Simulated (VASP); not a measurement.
The system is Sc3Te.

```
Sc Te
1.0
     0.00000    3.56950    3.56950
     3.56950    0.00000    3.56950
     3.56950    3.56950    0.00000
Sc Te
3 1
Direct
  0.25000 0.25000 0.25000
  0.75000 0.75000 0.75000
  0.50000 0.50000 0.50000
  0.00000 0.00000 0.00000
```

The cell was built by a generator and needn't be a form met in nature.

- Program: VASP 6.6.1
- Task: relaxation of cell and atoms
- Functional: PBE
- Dispersion: D3
- Potentials or basis: VASP PAW PBE potentials, release 64 (Sc_sv, Te)
- Cutoff: 600 eV
- k mesh: 5 × 5 × 5
- Occupations: fermi-dirac, width 0.05 eV
- Spin: no spin polarisation

At the start: pressure -2.7 GPa; volume 22.74 Å³/atom.

**Question.** Where does the relaxation end?

**Answer.** Over 3 steps the energy falls by 9.4 meV/atom and the volume is 21.67 Å³/atom (-4.7 %); space group Fm-3m (No. 225, to 0.05 Å).

The path:
```tsv
step	energy change (eV)	largest force (eV/Å)	pressure (GPa)	volume (Å³)
1	0.0000	0.0000	-2.66	90.96
2	-0.0367	0.0000	0.44	86.08
3	-0.0375	0.0000	0.01	86.67
```

Final structure:
```xyz
4
Lattice="0.0000 3.5125 3.5125 3.5125 0.0000 3.5125 3.5125 3.5125 0.0000" Properties=species:S:1:pos:R:3 pbc="T T T"
Sc    1.7562    1.7562    1.7562
Sc    5.2687    5.2687    5.2687
Sc    3.5125    3.5125    3.5125
Te    0.0000    0.0000    0.0000
```

Caveat: pairwise dispersion overbinds metals, which lowers pressure and volume.
